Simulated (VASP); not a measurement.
Here is a VASP 6.6.1 calculation.

INCAR

```
ALGO = Fast ; EDIFF = 1E-6
ENCUT = 520 ; GGA = PS
ISIF = 2 ; ISMEAR = 0
LASPH = True ; LCHARG = False
LREAL = False ; LWAVE = False
NBANDS = 24 ; NELM = 100
PREC = Accurate ; SIGMA = 0.1
```

Contents of KPOINTS:

```
k-points
0
Gamma
  6 4 4
```

The input POSCAR:

```
AgPdS2
1.0
    3.3718643858      0.0000000000      0.0000000000
    0.0000000000      3.9522155770      0.0000000000
    0.0000000000      0.0000000000      5.9966823377
Ag Pd S
1 1 2
Direct
    0.5000000000      0.5000000000      0.5000000000
    0.0000000000      0.0000000000      0.0000000000
    0.5000000000      0.0000000000      0.1808490519
    0.5000000000      0.0000000000      0.8191509481
```

Potentials or basis: VASP PAW PBE potentials, release 64 (Ag, Pd, S).

Command:

```bash
$ cat potpaw_PBE.64/Ag/POTCAR potpaw_PBE.64/Pd/POTCAR potpaw_PBE.64/S/POTCAR > POTCAR
$ mpirun -np 1 vasp_std > vasp.out
```

Question: Estimate the largest force.

Answer: 10.203 eV/Å.

Question: Predict the band gap on the k mesh.

Answer: None (metal or under the smearing width).

Question: What does it give for the pressure?

Answer: 34.3 GPa.

Stress tensor (GPa, compression positive):
```
74.91  0.00  0.00
 0.00 -5.95  0.00
 0.00  0.00 34.09
```

Caveat: the k mesh is coarse (spacing up to 0.40 Å⁻¹), so the values aren't converged; so large a pressure means that the cell lies far from this level's equilibrium, or that cutoff or potentials fall short; the potentials were made for another functional, which shifts forces and pressure.
